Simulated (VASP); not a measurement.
SnGe15:

```xyz
16
Lattice="0.0000 5.7084 -5.7084 5.7084 5.7084 0.0000 5.7084 0.0000 -5.7084" Properties=species:S:1:pos:R:3 pbc="T T T"
Sn    2.8542    2.8542   -5.7084
Ge    5.7084    5.7084   -5.7084
Ge    2.8542    0.0000   -2.8542
Ge    5.7084    2.8542   -2.8542
Ge    0.0000    2.8542   -2.8542
Ge    2.8542    5.7084   -2.8542
Ge    0.0000    0.0000    0.0000
Ge    2.8542    2.8542    0.0000
Ge    4.2813    4.2813   -4.2813
Ge    7.1355    7.1355   -4.2813
Ge    4.2813    7.1355   -7.1355
Ge    7.1355    9.9897   -7.1355
Ge    7.1355    4.2813   -7.1355
Ge    9.9897    7.1355   -7.1355
Ge    7.1355    7.1355   -9.9897
Ge    9.9897    9.9897   -9.9897
```

The cell was built by a generator and needn't be a form met in nature.

- Program: VASP 6.6.1
- Task: relaxation of cell and atoms
- Functional: PBEsol
- Potentials or basis: VASP PAW PBE potentials, release 64 (Sn_d, Ge_d)
- Cutoff: 600 eV
- k mesh: 6 × 6 × 6
- Occupations: gaussian, width 0.03 eV
- Spin: no spin polarisation

At the start: pressure 1.1 GPa; volume 23.25 Å³/atom.

Where does the relaxation end?

Over 14 steps the energy falls by 16.5 meV/atom and the volume is 23.53 Å³/atom (+1.2 %); space group F-43m (No. 216, to 0.05 Å).

Step by step:
```csv
step,energy change (eV),largest force (eV/Å),pressure (GPa),volume (Å³)
1,0.0000,1.4567,1.11,372.02
2,-0.2479,0.2469,-0.64,380.74
3,-0.2496,0.1566,-0.65,381.48
4,-0.2495,0.1327,-0.71,381.69
5,-0.2641,0.0255,0.06,376.35
6,-0.2642,0.0247,0.06,376.74
7,-0.2642,0.0236,0.03,377.03
8,-0.2642,0.0232,-0.03,377.16
9,-0.2644,0.0103,-0.02,377.12
10,-0.2644,0.0112,0.01,377.11
11,-0.2644,0.0132,-0.01,377.09
12,-0.2644,0.0119,-0.04,377.10
13,-0.2644,0.0125,-0.06,377.09
14,-0.2644,0.0067,0.01,376.53
```

Final structure:
```yaml
crystal:
  lattice:
    - [0.00000, 5.73136, -5.73136]
    - [5.73136, 5.73136, 0.00000]
    - [5.73136, 0.00000, -5.73136]
  atoms:
    - { symbol: Sn, position: [0.50000, 0.00000, 0.50000] }
    - { symbol: Ge, position: [0.49978, 0.50022, 0.49978] }
    - { symbol: Ge, position: [0.00022, 0.99978, 0.49978] }
    - { symbol: Ge, position: [0.00022, 0.50022, 0.49978] }
    - { symbol: Ge, position: [0.49978, 0.99978, 0.00022] }
    - { symbol: Ge, position: [0.49978, 0.50022, 0.00022] }
    - { symbol: Ge, position: [0.00022, 0.99978, 0.00022] }
    - { symbol: Ge, position: [0.00000, 0.50000, 0.00000] }
    - { symbol: Ge, position: [0.37055, 0.38834, 0.37055] }
    - { symbol: Ge, position: [0.37055, 0.87055, 0.37055] }
    - { symbol: Ge, position: [0.87518, 0.37518, 0.37445] }
    - { symbol: Ge, position: [0.88834, 0.87055, 0.37055] }
    - { symbol: Ge, position: [0.37445, 0.37518, 0.87518] }
    - { symbol: Ge, position: [0.37055, 0.87055, 0.88834] }
    - { symbol: Ge, position: [0.87518, 0.37518, 0.87518] }
    - { symbol: Ge, position: [0.87518, 0.87445, 0.87518] }
```

Caveat: the PAW data sets were made with another functional, which shifts forces and pressure a little.
